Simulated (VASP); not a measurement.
Here is the system:

```
AgTl3
1.0
    4.64797     0.00000     0.00000
    0.00000     4.64797     0.00000
    0.00000     0.00000     4.64797
Tl Ag
3 1
Direct
  0.00000   0.50000   0.50000
  0.50000   0.00000   0.50000
  0.50000   0.50000   0.00000
  0.00000   0.00000   0.00000
```

Level of theory: PBEsol GGA, VASP's PBE PAW potentials (set 64) (plane waves; VASP). Settings: 400 eV cut-off, 6×6×6 Γ-centred mesh, first-order Methfessel-Paxton smearing of 0.10 eV, potentials Tl_d Ag.

Unless said otherwise, spin-orbit coupling is left out, though it shifts the bands of the heavy elements here.

### Question
What does the run give for the energy per atom (σ→0), band gap (on the k-mesh) with the smallest direct gap where there is one?

### Answer

```yaml
band gap (on the k-mesh): none (metal, semimetal or under 0.01 eV)
energy per atom (σ→0): -2.674 eV/atom
```

The absolute energy has meaning only against runs of the same code, potentials and settings.

The structure comes from a computed database's Tl3Ag entry (Pm-3m); how it stands against other phases isn't given here. It was relaxed first, which changed the volume by -10 %. The start is the result of an earlier pass.
